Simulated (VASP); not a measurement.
An input for Quantum ESPRESSO's pw.x (written as the equivalent of a VASP run, and not itself run):

```
&CONTROL
  calculation = 'scf'
  pseudo_dir = './pseudo'
  outdir = './out'
  tprnfor = .true.
  tstress = .true.
/
&SYSTEM
  ibrav = 0
  nat = 2
  ntyp = 2
  ecutwfc = 76
  occupations = 'smearing'
  smearing = 'fermi-dirac'
  degauss = 0.003675
  input_dft = 'pbesol'
/
&ELECTRONS
  conv_thr = 7.3e-08
  electron_maxstep = 100
/
ATOMIC_SPECIES
  Cs 132.905 Cs.upf
  Au 196.967 Au.upf
CELL_PARAMETERS angstrom
     4.1830600    0.0000000    0.0000000
     0.0000000    4.1830600    0.0000000
     0.0000000    0.0000000    4.1830600
ATOMIC_POSITIONS crystal
  Cs  -0.0077560 -0.0002910  0.0075820
  Au   0.5077560  0.5002910  0.4924180
K_POINTS automatic
  6 6 6 0 0 0
```

Write the VASP files for the same calculation (PBEsol).

Several could match; the one computed here: 
**KPOINTS**
```
Automatic mesh
0
Gamma
6 6 6
0 0 0
```

File POSCAR:
```
CsAu
1
    4.1830600000     0.0000000000     0.0000000000
    0.0000000000     4.1830600000     0.0000000000
    0.0000000000     0.0000000000     4.1830600000
Cs Au
1 1
Direct
 -0.0077560000  -0.0002910000   0.0075820000
  0.5077560000   0.5002910000   0.4924180000
```

**INCAR**
```
SYSTEM=CsAu
PREC=Accurate; ENCUT=300; LREAL=.FALSE.
LASPH=.TRUE.
EDIFF=1E-6; NELM=100; ALGO=Normal
LMAXMIX=6
ISMEAR=-1; SIGMA=0.05
GGA=PS
ISIF=2
LWAVE=.FALSE.; LCHARG=.FALSE.
```

POTCAR, in this order: Cs_sv Au (PBE.64 set). Program: vasp_std.

What does not carry over: the potentials are each code's own (VASP's PAW set, PseudoDojo norm-conserving files in pw.x), so ENCUT and ecutwfc are chosen apart and not converted; conv_thr bounds pw.x's estimated SCF error, while EDIFF bounds the energy change between steps.

The structure comes from a computed database's CsAu entry (Pm-3m); how it stands against other phases isn't given here. The cell was not relaxed at this level, atoms are displaced from their ideal sites.
